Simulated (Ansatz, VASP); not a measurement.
# Cross-check of Sb (Antimony) between VASP and Ansatz

Wanted: the spread between two codes on one cell, functional and k mesh. The cell is taken from a series of runs on this material, whose earlier steps may have relaxed, scaled, displaced or heated it; both programs get it as it stands.

Calculated with Ansatz 0.2.0; plane waves, with VASP 6.6.1 beside it; zone-centre phonons at PBEsol.

## Step 1: The structure

The structure is trigonal, space group R-3m (No. 166). The conventional cell has a = 4.216 Å, b = 4.216 Å, c = 10.470 Å, α = 90.00°, β = 90.00°, γ = 120.00°. Sb has 6 Sb at 2.89 to 3.10 Å nearest.

## Step 2: Ansatz: zone-centre phonons, PBEsol

Ansatz runs on its PAW soft_1 files.

Second derivatives magnify differences that forces hide, and they need a tight electronic threshold.

input.yaml reads:

```yaml
crystal:
  lattice:
    - [2.1077807248, 1.2169277689, 3.490051507]
    - [-2.1077807248, 1.2169277689, 3.490051507]
    - [0.0, -2.4338555377, 3.490051507]
  atoms:
    - { symbol: Sb, position: [0.2412969754, 0.2412969754, 0.2412969754] }
    - { symbol: Sb, position: [0.7587030246, 0.7587030246, 0.7587030246] }
kpoints:
  mp_grid: { grid: [12, 12, 12] }
hamiltonian:
  xc: pbesol
  pseudopotentials: { kind: paw, azcp: { folder: soft_1 }, xc_functional: pbe }
scf:
  occupations: { method: methfessel_paxton, width: 0.2 }
output:
  eigenvalues: true
phonons:
  method: dfpt
```

On the command line:

```bash
$ ansatz run input.yaml --threads 4 --pin off --max-ram 10240MiB --backend cpu --events-out ev --progress --plain --runs-dir out
```

Numbers of over 12 decimals in the logs are rounded to 6 here.

What it wrote:

```text
Engine: ansatz 0.2.0, x86_64-unknown-linux-gnu
Pseudopotentials: kind: paw
Pseudopotential: Sb, paw, valence charge 15, recommended cutoff 420 eV (normal), soft_1/Sb.paw.azcp
Functional definition: PBEsol
  exchange = pbesol_x
  correlation = pbesol_c
Crystal: 2 atoms, lattice volume = 53.712 Å³
Basis set: ecut = 420 eV, 1055 PW (Γ), exchange–correlation on 60×60×60 points (8 copies of the dense FFT grid, shifted against one another)
Bands: 19, of which v1, the nominal top of the filled ones, is band 15 counted from 1 (14 counted from 0)
Symmetry: 12 space group operations
k-points: 476 of 1728 (irreducible under 2 space group operations, time reversal used)
Non-local potential: Sb, projectors of the file, l = 0: 2, l = 1: 2, l = 2: 2, l = 3: 1
PAW form: soft (Blöchl's): semilocal exchange-correlation on the pseudo side does not see the compensation charge
PAW frozen core: Sb, regenerated for the run's functional, and the local potential with it (the file was generated under x = pbe(κ = 0.804, μ = 0.219515), c = pbe(β = 0.066725))
PAW one-centre angular grid: Sb, 590 points (default); XC on 64 Gauss nodes
Initial density: superposition of atomic densities (chi_scale 0.1, normalization cell)
Initial wavefunctions: pseudopotential atomic-orbital guess
Functional: x = pbesol(κ = 0.804, μ = 0.123457), c = pbesol(β = 0.046)
SCF iter   1: F=—  HF=-12816.232936 eV  |F-HF|=—  |Δ(HF+E_count)|=         —  Δρ=1.51e-2  dr2=9.14e-2  ethr=3.10e-3  ⟨swp⟩=5.9  Hψ=46589  notcnv=0
preconditioner: auto → Kerker (q_TF=auto, 2.476 Å⁻¹)  [metal: Δε(μ)=0.042 eV  Ē_g=9.208 eV  σ=0.200 eV  W_gap=0.18  n_scr=14 (ndim 8)  ℏωp=16.0 eV  f_vac=0.000  D(μ)=0.53/eV (n_scr^D=0)]
SCF iter   2: F=—  HF=-12816.228571 eV  |F-HF|=—  |Δ(HF+E_count)|=   4.36e-3  S|Δr|=    0.00e0  Δρ=9.84e-3  dr2=4.04e-2  ethr=3.05e-4  ⟨swp⟩=1.0  Hψ=12852  notcnv=0
SCF iter   3: F=—  HF=-12816.226191 eV  |F-HF|=—  |Δ(HF+E_count)|=   2.38e-3  S|Δr|=    0.00e0  Δρ=1.23e-3  dr2=1.25e-3  ethr=1.35e-4  ⟨swp⟩=2.0  Hψ=15485  notcnv=0
SCF iter   4: F=—  HF=-12816.226291 eV  |F-HF|=—  |Δ(HF+E_count)|=   9.98e-5  S|Δr|=    0.00e0  Δρ=4.78e-4  dr2=1.21e-4  ethr=4.15e-6  ⟨swp⟩=2.0  Hψ=16189  notcnv=0
SCF iter   5: F=—  HF=-12816.226296 eV  |F-HF|=—  |Δ(HF+E_count)|=   4.53e-6  S|Δr|=    0.00e0  Δρ=2.73e-4  dr2=4.82e-5  ethr=4.04e-7  ⟨swp⟩=2.0  Hψ=16176  notcnv=0
SCF iter   6: F=—  HF=-12816.226277 eV  |F-HF|=—  |Δ(HF+E_count)|=   1.86e-5  S|Δr|=    0.00e0  Δρ=5.35e-5  dr2=1.70e-6  ethr=1.61e-7  ⟨swp⟩=2.0  Hψ=16196  notcnv=0
SCF iter   7: F=—  HF=-12816.226276 eV  |F-HF|=—  |Δ(HF+E_count)|=   5.68e-7  S|Δr|=    0.00e0  Δρ=6.70e-6  dr2=1.68e-8  ethr=5.68e-9  ⟨swp⟩=2.0  Hψ=16216  notcnv=0
SCF iter   8: F=—  HF=-12816.226276 eV  |F-HF|=—  |Δ(HF+E_count)|=   4.11e-9  S|Δr|=    0.00e0  Δρ=8.00e-7  dr2=3.29e-10  ethr=5.60e-11  ⟨swp⟩=2.0  Hψ=16300  notcnv=0
SCF iter   9: F=—  HF=-12816.226276 eV  |F-HF|=—  |Δ(HF+E_count)|=  1.49e-10  S|Δr|=    0.00e0  Δρ=2.92e-7  dr2=5.52e-11  ethr=1.10e-12  ⟨swp⟩=3.0  Hψ=16790  notcnv=0
SCF iter  10: F=-12816.226276 eV  HF=-12816.226276 eV  |F-HF|=3.64e-12  |Δ(HF+E_count)|=    0.00e0  S|Δr|=    0.00e0  Δρ=6.40e-8  dr2=1.85e-12  ethr=1.00e-12  ⟨swp⟩=6.0  Hψ=40060  notcnv=0
SCF 1 converged in 10 iterations: F = -12816.226276 eV  dr2 = 1.85e-12
  greatest PAW one-centre occupation: 0.996 electrons in one spin orbital (limit 2), on the Sb atom at site 1 (counted from 0), in its partial waves of l = 2
DFPT response loops at Γ: preconditioner auto → Kerker (q_TF=auto, 2.476 Å⁻¹) (partly filled bands, converged f_vac=0.000); β = 1.00, the filter's whole step (`scf.mixing.beta` (0.50) is not read by the response loops under this deck's `scf.mixing.preconditioner`; to damp them name `kerker` or `kerker_dos`, under which they read `scf.mixing.beta`, and type it under 1.00, their step now; both keys bind the ground state too); Broyden in place of MSR1
SCF converged after 10 iterations
Stability not checked: this state was not tested for a lower state beside it, because cold or Methfessel-Paxton smearing, or corrected tetrahedra, fill the levels in a way that the test cannot read (fill_not_monotonic; see scf.lower_state_search)
Free energy (F): -12816.226276 eV
Harris-Foulkes:  -12816.226276 eV  (|F-HF|=3.64e-12)
Internal energy: -12816.227554 eV  (E = F + TS)
E sigma→0 (E₀):  -12816.226596 eV
Entropy (-TS):   0.001278 eV (0.639 meV/atom)
Fermi energy:    11.843636 eV
--- Per-component energies (eV) ---
  E_band       = -284.348122
  E_kinetic    = 329.335685
  E_local      = -2962.422272  (includes V_loc(G=0)·N_el)
  E_nonlocal   = 783.390299
  E_hartree    = 1232.046639
  E_xc         = -198.102024
  E_vxc        = -183.806670  (∫ρ·V_xc dr)
  E_paw        = -8935.740263  (= ΣΔE_a)
  E_vpaw       = -714.938725  (= ΣTr[D̂ρ^β])
  E_aug_tail   = 0.000264  (compensation charges beyond the density's cutoff)
  E_ewald      = -3065.399593
  E_core_change = 0.663710  (= ΣΔE_core)
  E_smearing   = 0.001278  (= −TS)
  E_closure    = -0.000000  (closes the sum)
  Σ components = -12816.226276   (vs F -12816.226276, Δ=0.00e0)
--- Band table (eV; the first three rows and the last of 476) ---
  k-point 0: bands = [... 11 lower, 7.8805, 9.9159, 9.9638, 9.9638, 14.9120, 15.1798, 15.1798, 16.6636]
  k-point 1: bands = [... 11 lower, 7.2899, 9.9315, 9.9682, 10.3559, 14.6805, 14.8427, 14.9231, 16.4276]
  k-point 2: bands = [... 11 lower, 6.1463, 9.9708, 9.9914, 10.9242, 14.0293, 14.0825, 14.3303, 16.3994]
  k-point 475: bands = [... 11 lower, 2.0273, 10.7429, 10.7429, 11.4926, 11.4926, 11.7833, 12.6683, 20.1469]
--- Phonons (Γ-DFPT): 2 representative perturbations + reference, on 476 of 1728 k-points (Σ response iterations 6) ---
  k mesh reduced under 2 symmetry operations, with k and −k counted as one. Each operation leaves every solved perturbation unchanged. A smaller set is not used because it would not reduce the number of displacements times k-points to solve
  ASR residual: 3.726e-5 → 0.000e0 eV/Å²; symmetrization residual: 1.379e-5 eV/Å²
  ASR residual per site (eV/Å²): 3.73e-5 3.73e-5
  Γ frequencies (cm⁻¹): 0.00 0.00 0.00 71.99 71.99 110.49
  non-analytic LO–TO correction: not included (Born effective charges unavailable; polar crystals: no LO–TO splitting at Γ)
```

## Step 3: VASP: zone-centre phonons, PBEsol

The same cell, functional, mesh and smearing now go to VASP, with its own data sets.

Lines of VASP's logs that name or quote its potential files are left out, and so is its time.

INCAR reads:

```
SYSTEM = Sb
PREC = Accurate
ENCUT = 500
EDIFF = 1E-08
NELM = 120
ISMEAR = 1
SIGMA = 0.2
LREAL = .FALSE.
ALGO = Normal
GGA = PS
NBANDS = 11
LORBIT = 11
LWAVE = .FALSE.
LCHARG = .FALSE.
ISIF = 2
IBRION = 8
LASPH = .TRUE.
GGA_COMPAT = .FALSE.
KPAR = 2
```

POSCAR reads:

```
Sb
1.0
    2.1077807248      1.2169277689      3.4900515070
   -2.1077807248      1.2169277689      3.4900515070
    0.0000000000     -2.4338555377      3.4900515070
Sb
2
Direct
    0.2412969754      0.2412969754      0.2412969754
    0.7587030246      0.7587030246      0.7587030246
```

KPOINTS reads:

```
Automatic mesh
0
Gamma
12 12 12
0 0 0
```

The projector-augmented-wave data sets are Sb (PBE family, release 64).

On the command line:

```bash
$ mpirun -np 2 vasp_std
```

What it wrote:

```text
[banner, memory and clock lines left out]
running    2 mpi-ranks, on    1 nodes
 distrk:  each k-point on    1 cores,    2 groups
 distr:  one band on    1 cores,    1 groups

 POSCAR found type information on POSCAR Sb
 POSCAR found :  1 types and       2 ions
|                                                                             |
|               ----> ADVICE to this user running VASP <----                  |
|                                                                             |
|     You enforced a specific xc type in the INCAR file but a different       |
|     [... a line on the potential file left out ...]
|     I HOPE YOU KNOW WHAT YOU ARE DOING!                                     |
|                                                                             |

 LDA part: xc-table for (Slater+PW92), standard interpolation
 POSCAR, INCAR and KPOINTS ok, starting setup
 FFT: planning ... GRIDC
 FFT: planning ... GRID_SOFT
 FFT: planning ... GRID
 WAVECAR not read
 entering main loop
       N       E                     dE             d eps       ncg     rms          rms(c)
DAV:   1     0.343486456425E+02    0.34349E+02   -0.36026E+03  4158   0.702E+02
DAV:   2    -0.723193532906E+01   -0.41581E+02   -0.40312E+02  5420   0.115E+02
DAV:   3    -0.901376863419E+01   -0.17818E+01   -0.17422E+01  5106   0.263E+01
DAV:   4    -0.902971993747E+01   -0.15951E-01   -0.15934E-01  4662   0.286E+00
DAV:   5    -0.902988021615E+01   -0.16028E-03   -0.16028E-03  4863   0.330E-01    0.330E+00
DAV:   6    -0.902029124037E+01    0.95890E-02   -0.16152E-03  4637   0.251E-01    0.200E+00
DAV:   7    -0.901462926632E+01    0.56620E-02   -0.38690E-03  4539   0.383E-01    0.517E-02
DAV:   8    -0.901464874030E+01   -0.19474E-04   -0.90457E-05  4659   0.670E-02    0.142E-02
DAV:   9    -0.901465254482E+01   -0.38045E-05   -0.84304E-06  4736   0.188E-02    0.517E-03
DAV:  10    -0.901465217786E+01    0.36696E-06   -0.82137E-07  4701   0.524E-03    0.161E-03
DAV:  11    -0.901465242102E+01   -0.24316E-06   -0.81807E-08  4716   0.163E-03    0.397E-04
DAV:  12    -0.901465244056E+01   -0.19548E-07   -0.59149E-09  2757   0.459E-04    0.819E-05
DAV:  13    -0.901465244416E+01   -0.35976E-08   -0.88425E-10  2403   0.217E-04
   1 F= -.90146524E+01 E0= -.90150844E+01  d E =0.129597E-02
 Linear response reoptimize wavefunctions to high precision
DAV:   1    -0.901465244641E+01   -0.22438E-08   -0.96538E-11  2739   0.802E-05
DAV:   2    -0.901465244642E+01   -0.11710E-10   -0.14226E-11  2304   0.322E-05
 Linear response DOF=           2
 Linear response progress:
  Degree of freedom:   1/  2
       N       E                     dE             d eps       ncg     rms          rms(c)
RMM:   1    -0.251915206058E-01   -0.25192E-01    0.21505E-02 38763   0.123E+00
RMM:   2    -0.247441985089E-01    0.44732E-03   -0.16912E-03 30320   0.250E-01    0.558E-02
RMM:   3    -0.247738195330E-01   -0.29621E-04   -0.37178E-05 31518   0.398E-02    0.334E-02
RMM:   4    -0.248961661488E-01   -0.12235E-03   -0.20932E-05 31416   0.236E-02    0.236E-03
RMM:   5    -0.249066730072E-01   -0.10507E-04   -0.11562E-06 32341   0.400E-03    0.996E-04
RMM:   6    -0.249090867380E-01   -0.24137E-05    0.95471E-08 31671   0.922E-04    0.319E-04
RMM:   7    -0.249081272933E-01    0.95944E-06    0.94140E-08 32782   0.210E-04    0.806E-05
RMM:   8    -0.249082518031E-01   -0.12451E-06    0.34511E-08 33236   0.490E-05    0.197E-05
RMM:   9    -0.249082753158E-01   -0.23513E-07   -0.35188E-09 33146   0.184E-05    0.121E-06
RMM:  10    -0.249082730175E-01    0.22983E-08   -0.18311E-09 31983   0.527E-06    0.752E-07
 first order change of Fermi-energy  -0.59516E-05
 force on displaced ion       1 direction 1 :  -1.427  -0.000   0.000
 Linear response progress:
  Degree of freedom:   2/  2
       N       E                     dE             d eps       ncg     rms          rms(c)
RMM:   1    -0.258128134982E-01   -0.25813E-01    0.15101E-02  8202   0.123E+00
RMM:   2    -0.245973738558E-01    0.12154E-02   -0.17043E-03  6554   0.259E-01    0.532E-02
RMM:   3    -0.245787029540E-01    0.18671E-04   -0.32713E-05  6850   0.413E-02    0.323E-02
RMM:   4    -0.246268548660E-01   -0.48152E-04   -0.18843E-05  6693   0.244E-02    0.532E-03
RMM:   5    -0.246465233138E-01   -0.19668E-04   -0.66135E-07  6963   0.483E-03    0.179E-03
RMM:   6    -0.246489855342E-01   -0.24622E-05   -0.20680E-08  6927   0.894E-04    0.632E-04
RMM:   7    -0.246477215116E-01    0.12640E-05    0.75630E-09  7050   0.241E-04    0.111E-04
RMM:   8    -0.246477741404E-01   -0.52629E-07    0.23868E-09  7133   0.410E-05    0.236E-05
RMM:   9    -0.246477701000E-01    0.40405E-08    0.69888E-10  7214   0.139E-05    0.968E-06
 first order change of Fermi-energy  -0.11126E+01
 force on displaced ion       1 direction 3 :   0.000  -0.000  -2.950
 Linear response finished
```

From OUTCAR (step 3):

```text
ion  position               nearest neighbor table
   1  0.241  0.241  0.241-   2 2.89   2 2.89   2 2.89   2 3.10   2 3.10   2 3.10
   2  0.759  0.759  0.759-   1 2.89   1 2.89   1 2.89   1 3.10   1 3.10   1 3.10

  LATTYP: Found a trigonal (rhomboedric) cell.
 ALAT       =     4.2548927484
 COS(alpha) =     0.5092010577

 Subroutine GETGRP returns: Found 12 space group operations
 (whereof 12 operations were pure point group operations)

The static configuration has the point symmetry D_3d.

 Found    189 irreducible k-points:

   k-points           NKPTS =    189   k-points in BZ     NKDIM =    189   number of bands    NBANDS=     11

   dimension x,y,z NGX =    32 NGY =   32 NGZ =   32
   dimension x,y,z NGXF=    64 NGYF=   64 NGZF=   64

   ENCUT  =  500.0 eV  36.75 Ry    6.06 a.u.   7.76  7.76  7.76*2*pi/ulx,y,z

   NELECT =      10.0000    total number of electrons

 k-points in reciprocal lattice and weights: Automatic mesh
   0.00000000  0.00000000  0.00000000       0.001
   0.08333333  0.00000000 -0.00000000       0.003
   0.16666667 -0.00000000 -0.00000000       0.003
   0.25000000 -0.00000000 -0.00000000       0.003
   0.33333333  0.00000000 -0.00000000       0.003
   0.41666667 -0.00000000 -0.00000000       0.003
   0.50000000 -0.00000000 -0.00000000       0.002
   0.08333333  0.08333333 -0.00000000       0.003
   0.16666667  0.08333333 -0.00000000       0.007
[...]
-0.41666667  0.50000000  0.41666667       0.003
   0.50000000  0.50000000  0.50000000       0.001

 average (electrostatic) potential at core
       1 -84.2611       2 -84.2611

  Total        2.1126592      2.1126592      2.0995932      0.0000000      0.0000000     -0.0000000
  in kB       63.0183043     63.0183043     62.6285606      0.0000000      0.0000000     -0.0000000
  external PRESSURE =      62.8883897 kB  Pullay stress =       0.0000000 kB

  energy-cutoff  :      500.00
  volume of cell :       53.71
      direct lattice vectors                 reciprocal lattice vectors
     2.107780725  1.216927769  3.490051507     0.237216326  0.136956910  0.095509574
    -2.107780725  1.216927769  3.490051507    -0.237216326  0.136956910  0.095509574
     0.000000000 -2.433855538  3.490051507     0.000000000 -0.273913820  0.095509574

 POSITION                                       TOTAL-FORCE (eV/Angst)
 -----------------------------------------------------------------------------------
      0.00000      0.00000      2.52642         0.000000      0.000000      0.042995
      0.00000      0.00000      7.94374         0.000000     -0.000000     -0.042995
 -----------------------------------------------------------------------------------
    total drift:                                0.000000      0.000000     -0.000000

 Eigenvectors and eigenvalues of the dynamical matrix
 ----------------------------------------------------

   1 f  =    3.441289 THz    21.622257 2PiTHz  114.789049 cm-1    14.232022 meV
             X         Y         Z           dx          dy          dz
      0.000000  0.000000  2.526417     0.000000    0.000000    0.707107
      0.000000  0.000000  7.943738    -0.000000   -0.000000   -0.707107

   2 f  =    2.393384 THz    15.038075 2PiTHz   79.834697 cm-1     9.898236 meV
             X         Y         Z           dx          dy          dz
      0.000000  0.000000  2.526417    -0.000010    0.707107   -0.000000
      0.000000  0.000000  7.943738     0.000010   -0.707107    0.000000

   3 f  =    2.393384 THz    15.038075 2PiTHz   79.834697 cm-1     9.898236 meV
             X         Y         Z           dx          dy          dz
      0.000000  0.000000  2.526417    -0.707107   -0.000010    0.000000
      0.000000  0.000000  7.943738     0.707107    0.000010   -0.000000

   4 f  =    0.000000 THz     0.000000 2PiTHz    0.000001 cm-1     0.000000 meV
             X         Y         Z           dx          dy          dz
      0.000000  0.000000  2.526417     0.101306    0.560284   -0.419308
      0.000000  0.000000  7.943738     0.101306    0.560284   -0.419308

   5 f  =    0.000000 THz     0.000000 2PiTHz    0.000000 cm-1     0.000000 meV
             X         Y         Z           dx          dy          dz
      0.000000  0.000000  2.526417     0.636736    0.101987    0.290114
      0.000000  0.000000  7.943738     0.636736    0.101987    0.290114

   6 f/i=    0.000000 THz     0.000000 2PiTHz    0.000001 cm-1     0.000000 meV
             X         Y         Z           dx          dy          dz
      0.000000  0.000000  2.526417    -0.290353    0.419142    0.489913
      0.000000  0.000000  7.943738    -0.290353    0.419142    0.489913

 ELASTIC MODULI CONTR FROM IONIC RELAXATION (kBar)
 Direction    XX          YY          ZZ          XY          YZ          ZX
 --------------------------------------------------------------------------------
 XX        -150.1542   -123.7464   -148.3493     -0.0000     32.3097      0.0000
 YY        -123.7464   -150.1542   -148.3493      0.0000    -32.3097     -0.0000
 ZZ        -148.3493   -148.3493   -160.6970     -0.0000     -0.0000      0.0000
 XY          -0.0000      0.0000     -0.0000    -13.2039      0.0000     29.1839
 YZ          32.3097    -32.3097     -0.0000      0.0000    -79.0611     -0.0000
 ZX           0.0000     -0.0000      0.0000     29.1839     -0.0000    -64.5037
 --------------------------------------------------------------------------------
```

## Step 4: Side by side

Known differences besides the potentials themselves: the data sets hold 30 valence electrons in Ansatz (on its PAW soft_1 files) and 10 in VASP; the cutoff is 420 eV in Ansatz and 500 eV in VASP; Ansatz makes its cores anew for this functional, VASP keeps those of its PBE data sets. Total energies have different zeros and are not compared.

Compared:

```csv
quantity,Ansatz,VASP,difference
optical mode 1 to 2 (cm⁻¹),72.0,79.8,-9.83 %
optical mode 3 (cm⁻¹),110.5,114.8,-3.75 %
```

Modes are paired by rising frequency, not by their patterns, so a pair may set unlike modes beside each other; they are those without the splitting of longitudinal modes.

## Step 5: Results

| Quantity | Value |
| --- | --- |
| r.m.s. difference of the optical zone-centre modes, each program's sorted by frequency (zone-centre phonons, PBEsol) | 6.9 cm⁻¹ |
| difference in optical mode 1 to 2 (zone-centre phonons, PBEsol) | -9.8 % |

The r.m.s. difference of the optical zone-centre modes, each program's sorted by frequency is 6.9 cm⁻¹ (zone-centre phonons, PBEsol). The data sets hold unlike numbers of valence electrons (30 in Ansatz and 10 in VASP), so part of the differences comes from the potentials. Among the rows given in per cent, the largest difference of the zone-centre phonons, PBEsol pair is in optical mode 1 to 2, -9.8 %. Such differences can come from data sets, numerical settings and the points named under the comparisons, not from the functional's error against experiment.

[Lines on the potential files, build, host, timing and source positions are cut from VASP's logs without a mark.]

[Logs are printed without paths, hosts, clocks, repeated set-up lines and the standing remarks that a program may print on its own settings, such as how far it seeks lower states.]

[Hosts, paths, dates, database ids (printed as entryN), source tags and the programs' standing remarks are cut or masked in the printed files.]
